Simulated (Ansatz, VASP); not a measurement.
# SiO2 (Quartz) in two plane-wave programs, part 2 of 3

Wanted: the spread between two codes on one cell, functional and k mesh. The cell is taken from a series of runs on this material, whose earlier steps may have relaxed, scaled, displaced or heated it; both programs get it as it stands.

VASP 6.6.1 and Ansatz 0.2.0.

So far: The structure; VASP: zone-centre phonons, LDA.

## 2. VASP: zone-centre phonons, LDA (continued)

Level of this step: LDA; plane waves and PAW (Si, O) (VASP).

From OUTCAR (step 2):

```text
ion  position               nearest neighbor table
   1  0.535  0.000  0.333-   9 1.61   5 1.61   6 1.62   7 1.62   3 3.04   3 3.04   2 3.04   2 3.04

  LATTYP: Found a hexagonal cell.
 ALAT       =     4.8787071561
 C/A-ratio  =     1.0991705457

 Subroutine GETGRP returns: Found  6 space group operations
 (whereof  2 operations were pure point group operations)

The static configuration has the point symmetry C_2 .
 The point group associated with its full space group is D_3 .

 Found      6 irreducible k-points:

   k-points           NKPTS =      6   k-points in BZ     NKDIM =      6   number of bands    NBANDS=     33

   dimension x,y,z NGX =    40 NGY =   40 NGZ =   48
   dimension x,y,z NGXF=    80 NGYF=   80 NGZF=   96

   ENCUT  =  600.0 eV  44.10 Ry    6.64 a.u.   9.74  9.74 10.71*2*pi/ulx,y,z

   NELECT =      48.0000    total number of electrons

 k-points in reciprocal lattice and weights: Automatic mesh
   0.00000000  0.00000000  0.00000000       0.056
   0.33333333  0.00000000  0.00000000       0.333
   0.33333333  0.33333333  0.00000000       0.111
   0.00000000  0.00000000  0.50000000       0.056
   0.33333333  0.00000000  0.50000000       0.333
   0.33333333  0.33333333  0.50000000       0.111

 average (electrostatic) potential at core
       1 -87.9300       2 -87.9300       3 -87.9300       4 -73.3236       5 -73.3236
       6 -73.3236       7 -73.3236       8 -73.3236       9 -73.3236

  Total       -0.6553224     -0.6553224     -0.4182059      0.0000000     -0.0000000     -0.0000000
  in kB       -9.4985127     -9.4985127     -6.0616489      0.0000000     -0.0000000     -0.0000000
  external PRESSURE =      -8.3528914 kB  Pullay stress =       0.0000000 kB

  energy-cutoff  :      600.00
  volume of cell :      110.54
      direct lattice vectors                 reciprocal lattice vectors
     4.878707156  0.000000000  0.000000000     0.204972335  0.118340833  0.000000000
    -2.439353578  4.225084335  0.000000000     0.000000000  0.236681666  0.000000000
     0.000000000  0.000000000  5.362531207     0.000000000  0.000000000  0.186479101

 POSITION                                       TOTAL-FORCE (eV/Angst)
 -----------------------------------------------------------------------------------
      2.60876      0.00000      1.78751         0.030819     -0.000000      0.000000
     -1.30438      2.25925      3.57502        -0.015409      0.026690      0.000000
      1.13498      1.96584      0.00000        -0.015409     -0.026690      0.000000
     -0.33973      1.73067      4.75849         0.014655      0.096153     -0.023804
      1.11042      3.06554      1.18347        -0.090598     -0.035385     -0.023804
     -0.77069      3.65397      2.97098         0.075943     -0.060768     -0.023804
      1.66867      0.57112      0.60404         0.075943      0.060768      0.023804
      2.09962      2.49442      4.17906         0.014655     -0.096153      0.023804
      3.54977      1.15955      2.39155        -0.090598      0.035385      0.023804
 -----------------------------------------------------------------------------------
    total drift:                                0.000000      0.000001     -0.000000

[...]
2.608755  0.000000  1.787510     0.002811    0.079560    0.227802
     -1.304378  2.259248  3.575021     0.085092    0.050772   -0.283686
      1.134976  1.965836  0.000000     0.019020   -0.006091    0.055884
     -0.339730  1.730668  4.758490     0.306116   -0.048501    0.234528
      1.110416  3.065535  1.183469     0.167791   -0.373436   -0.300995
     -0.770686  3.653965  2.970979    -0.044450   -0.091175    0.066467
      1.668668  0.571119  0.604042    -0.241477    0.313479   -0.295831
      2.099623  2.494416  4.179062    -0.335904   -0.026816    0.244728
      3.549770  1.159549  2.391552     0.006013    0.061555    0.051103

   2 f  =   34.267859 THz   215.311307 2PiTHz 1143.052731 cm-1   141.720413 meV
             X         Y         Z           dx          dy          dz
      2.608755  0.000000  1.787510    -0.003267    0.068471    0.196051
     -1.304378  2.259248  3.575021    -0.032055   -0.013810    0.099257
      1.134976  1.965836  0.000000    -0.088918    0.052262   -0.295308
     -0.339730  1.730668  4.758490     0.293574   -0.019811    0.212155
      1.110416  3.065535  1.183469    -0.031361    0.118514    0.097030
     -0.770686  3.653965  2.970979     0.250899    0.330754   -0.309184
      1.668668  0.571119  0.604042     0.081334   -0.139435    0.111789
      2.099623  2.494416  4.179062    -0.258961   -0.045008    0.200302
      3.549770  1.159549  2.391552    -0.170590   -0.386925   -0.312092

   3 f  =   32.467765 THz   204.000982 2PiTHz 1083.008055 cm-1   134.275825 meV
             X         Y         Z           dx          dy          dz
      2.608755  0.000000  1.787510     0.275485   -0.000000    0.000000
     -1.304378  2.259248  3.575021    -0.137742    0.238577   -0.000000
      1.134976  1.965836  0.000000    -0.137742   -0.238577   -0.000000
     -0.339730  1.730668  4.758490     0.280073   -0.033044    0.221783
      1.110416  3.065535  1.183469    -0.111419    0.259073    0.221783
     -0.770686  3.653965  2.970979    -0.168654   -0.226028    0.221783
      1.668668  0.571119  0.604042    -0.168654    0.226028   -0.221783
      2.099623  2.494416  4.179062     0.280073    0.033044   -0.221783
      3.549770  1.159549  2.391552    -0.111419   -0.259073   -0.221783

   4 f  =   32.164291 THz   202.094202 2PiTHz 1072.885272 cm-1   133.020760 meV
             X         Y         Z           dx          dy          dz
      2.608755  0.000000  1.787510    -0.000000   -0.103519   -0.270450
     -1.304378  2.259248  3.575021     0.089650    0.051759   -0.270450
      1.134976  1.965836  0.000000    -0.089650    0.051759   -0.270450
     -0.339730  1.730668  4.758490     0.303860   -0.017898    0.179125
      1.110416  3.065535  1.183469    -0.136430    0.272100    0.179125
     -0.770686  3.653965  2.970979    -0.167430   -0.254202    0.179125
      1.668668  0.571119  0.604042     0.167430   -0.254202    0.179125
      2.099623  2.494416  4.179062    -0.303860   -0.017898    0.179125
      3.549770  1.159549  2.391552     0.136430    0.272100    0.179125

   5 f  =   31.890052 THz   200.371106 2PiTHz 1063.737631 cm-1   131.886598 meV
             X         Y         Z           dx          dy          dz
      2.608755  0.000000  1.787510    -0.147423    0.220761   -0.068642
     -1.304378  2.259248  3.575021    -0.188587    0.103109   -0.034752
      1.134976  1.965836  0.000000    -0.269894    0.197585    0.103394
     -0.339730  1.730668  4.758490     0.281636   -0.015756    0.229621
      1.110416  3.065535  1.183469     0.134369   -0.353514   -0.295555
     -0.770686  3.653965  2.970979    -0.084504   -0.057098    0.065933
      1.668668  0.571119  0.604042     0.212023   -0.293589    0.290004
      2.099623  2.494416  4.179062     0.307451    0.062306   -0.240585
      3.549770  1.159549  2.391552    -0.048477   -0.032998   -0.049419

   6 f  =   31.890052 THz   200.371106 2PiTHz 1063.737631 cm-1   131.886598 meV
             X         Y         Z           dx          dy          dz
      2.608755  0.000000  1.787510     0.126876    0.256513   -0.079759
     -1.304378  2.259248  3.575021     0.244527    0.215349    0.099325
      1.134976  1.965836  0.000000     0.150052    0.134042   -0.019567
     -0.339730  1.730668  4.758490    -0.268489    0.060635   -0.208705
      1.110416  3.065535  1.183469     0.069268   -0.086631   -0.094505
     -0.770686  3.653965  2.970979    -0.227147   -0.305505    0.303211
      1.668668  0.571119  0.604042     0.117402   -0.101975    0.110370
      2.099623  2.494416  4.179062    -0.238493   -0.006547    0.195966
      3.549770  1.159549  2.391552    -0.143189   -0.362475   -0.306336

   7 f  =   23.752445 THz   149.241011 2PiTHz  792.296268 cm-1    98.232173 meV
             X         Y         Z           dx          dy          dz
      2.608755  0.000000  1.787510    -0.475814   -0.201623    0.100343
     -1.304378  2.259248  3.575021    -0.207891    0.564207    0.050795
      1.134976  1.965836  0.000000     0.321376   -0.050737   -0.151138
     -0.339730  1.730668  4.758490    -0.085381   -0.142128    0.087606
      1.110416  3.065535  1.183469     0.075844   -0.012770    0.031968
     -0.770686  3.653965  2.970979     0.107259   -0.217074   -0.119574
      1.668668  0.571119  0.604042     0.046536    0.073969    0.049572
      2.099623  2.494416  4.179062     0.091958   -0.127684    0.073471
      3.549770  1.159549  2.391552     0.243884    0.012479   -0.123043

   8 f  =   23.752445 THz   149.241011 2PiTHz  792.296268 cm-1    98.232173 meV
             X         Y         Z           dx          dy          dz
      2.608755  0.000000  1.787510     0.409521   -0.234262    0.116586
     -1.304378  2.259248  3.575021    -0.356309    0.033662   -0.145193
      1.134976  1.965836  0.000000     0.258635    0.562928    0.028606
     -0.339730  1.730668  4.758490    -0.105853   -0.150529    0.087493
      1.110416  3.065535  1.183469    -0.235212    0.010696   -0.119616
     -0.770686  3.653965  2.970979    -0.030907    0.042111    0.032123
      1.668668  0.571119  0.604042    -0.101460   -0.208382   -0.113457
      2.099623  2.494416  4.179062     0.100193   -0.162960    0.099659
      3.549770  1.159549  2.391552    -0.039970   -0.011034    0.013798

   9 f  =   23.059215 THz   144.885318 2PiTHz  769.172605 cm-1    95.365206 meV
             X         Y         Z           dx          dy          dz
      2.608755  0.000000  1.787510    -0.000000   -0.524890    0.158412
     -1.304378  2.259248  3.575021     0.454568    0.262445    0.158412
      1.134976  1.965836  0.000000    -0.454568    0.262445    0.158412
     -0.339730  1.730668  4.758490     0.046279    0.056688   -0.104924
      1.110416  3.065535  1.183469    -0.072233    0.011735   -0.104924
     -0.770686  3.653965  2.970979     0.025953   -0.068423   -0.104924
      1.668668  0.571119  0.604042    -0.025953   -0.068423   -0.104924
      2.099623  2.494416  4.179062    -0.046279    0.056688   -0.104924
      3.549770  1.159549  2.391552     0.072233    0.011735   -0.104924

  10 f  =   20.696147 THz   130.037726 2PiTHz  690.349151 cm-1    85.592347 meV
             X         Y         Z           dx          dy          dz
      2.608755  0.000000  1.787510    -0.066704   -0.149956   -0.409929
     -1.304378  2.259248  3.575021     0.024593    0.109978   -0.208543
      1.134976  1.965836  0.000000     0.204054   -0.099055    0.618472
     -0.339730  1.730668  4.758490     0.050755   -0.134169    0.137266
      1.110416  3.065535  1.183469    -0.212758    0.086063   -0.101834
     -0.770686  3.653965  2.970979     0.109724    0.204156   -0.035433
    [... 205 further lines ...]
      2.099623  2.494416  4.179062     0.280723   -0.099493   -0.000217
      3.549770  1.159549  2.391552     0.280654   -0.099757    0.000324

 MACROSCOPIC STATIC DIELECTRIC TENSOR IONIC CONTRIBUTION
 ------------------------------------------------------
           2.124451    -0.000000     0.000000
          -0.000000     2.124451    -0.000000
          -0.000000    -0.000000     2.295244
 ------------------------------------------------------

 ELASTIC MODULI CONTR FROM IONIC RELAXATION (kBar)
 Direction    XX          YY          ZZ          XY          YZ          ZX
 --------------------------------------------------------------------------------
 XX       -2791.6873   -848.1658  -1375.3933      0.0000    367.9549     -0.0000
 YY        -848.1658  -2791.6873  -1375.3933      0.0000   -367.9549      0.0000
 ZZ       -1375.3933  -1375.3933  -2118.9008      0.0000      0.0000     -0.0000
 XY           0.0000      0.0000      0.0000   -971.8346      0.0000    367.6862
 YZ         367.9549   -367.9549     -0.0000      0.0000  -1267.6505      0.0000
 ZX          -0.0000      0.0000     -0.0000    367.6862      0.0000  -1269.5267
 --------------------------------------------------------------------------------

 PIEZOELECTRIC TENSOR IONIC CONTR  for field in x, y, z        (C/m^2)
          XX          YY          ZZ          XY          YZ          ZX
  --------------------------------------------------------------------------------
  x    -0.33127     0.33127    -0.00000    -0.00000    -0.14304     0.00000
  y    -0.00000     0.00000     0.00000     0.33127    -0.00000     0.14255
  z     0.00000     0.00000     0.00000     0.00060     0.00000    -0.00000
```

The gap is read on the k-mesh alone, so it is an upper bound where the band edges lie off the mesh.

[end of part 2 of 3]

[Lines on the potential files, build, host, timing and source positions are cut from VASP's logs without a mark.]

[Logs are printed without paths, hosts, clocks, repeated set-up lines and the standing remarks that a program may print on its own settings, such as how far it seeks lower states.]

[Hosts, paths, dates, database ids (printed as entryN), source tags and the programs' standing remarks are cut or masked in the printed files.]
